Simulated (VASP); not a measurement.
Crystal: TaV.

```
Ta V
1.0
     1.60670   -2.30777    0.00000
     1.60670    2.30777    0.00000
     0.00000    0.00000    4.34136
Ta V
1 1
Direct
  0.00000 0.00000 0.00000
  0.50000 0.50000 0.50000
```

The cell comes from a database or a generator and needn't be the stable form of this composition.

| Item | Value |
| --- | --- |
| Program | VASP 6.6.1 |
| Task | single point |
| Functional | PBE |
| Potentials or basis | VASP PAW PBE potentials, release 64 (Ta_pv, V_sv) |
| Cutoff | 520 eV |
| k mesh | 10 × 10 × 6 |
| Occupations | fermi-dirac, width 0.05 eV |
| Spin | collinear spin, ferromagnetic start |
| Starting moments | [0.0, 2.0] μB |

On this cell: pressure 0.2 GPa; largest force under 0.003 eV/Å; net moment 0.00 μB per cell; band gap on the k mesh none (metal or under the smearing width).

The same run follows on a disturbed copy (atoms moved at random, drawn with an rms of 0.05 Å):

```
CELL_PARAMETERS angstrom
1.60670 -2.30777 0.00000
1.60670 2.30777 0.00000
0.00000 0.00000 4.34136
ATOMIC_POSITIONS crystal
Ta 0.00647 0.00891 0.00114
V 0.50337 0.49691 0.49594
```

Task: What changes?

Result: The energy (extrapolated to zero smearing) moves by +1.7 meV/atom; pressure 0.2 GPa; largest force 0.200 eV/Å; net moment 0.00 μB per cell; band gap on the k mesh none (metal or under the smearing width).

Forces in eV/Å, atoms in the order of the input:
```
Ta  -0.173 -0.046 -0.090
V    0.173  0.046  0.090
```

Stress tensor (GPa, compression positive):
```
 0.65 -0.04  0.06
-0.04 -0.40  0.01
 0.06  0.01  0.35
```
